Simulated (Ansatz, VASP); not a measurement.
SnC2 in VASP and in Ansatz

```
Sn C
1.0
    -1.97094    1.97094    3.23279
     1.97094   -1.97094    3.23279
     1.97094    1.97094   -3.23279
Sn C
1 2
Direct
  0.00000 0.00000 0.00000
  0.59754 0.59754 0.00000
  0.40246 0.40246 0.00000
```

Alike in both runs: functional LDA; k mesh 12 × 12 × 12; no spin polarisation.

Ansatz relaxed the structure, and its values are those at the end. VASP's run is a single point on that final structure, the one shown.

|  | VASP | Ansatz |
| --- | --- | --- |
| version | VASP 6.6.1 | Ansatz 0.2.0 |
| potentials or method | VASP PAW LDA potentials, release 64 (Sn_d, C) | scalar-relativistic, plane waves, PAW |
| plane-wave cutoff (eV) | 520 | 420 |
| occupations | gaussian, width 0.01 eV | fixed |
| valence electrons in the cell | 22 | 22 |

|  | VASP | Ansatz | Ansatz less VASP |
| --- | --- | --- | --- |
| gap on the k mesh at the Fermi level (eV) | 0.23 | 0.27 | +0.036 |
| least direct gap on the mesh (eV) | 1.01 | 1.04 | +0.030 |
| pressure (GPa) | 0.2 | 0.0 | -0.20 |
| rms of the force components (eV/Å) | 0.042 | 0.000 | -0.0416 |

Caveats: spin-orbit coupling is left out, which moves the levels of the heavy elements. A k mesh can miss the band edges.
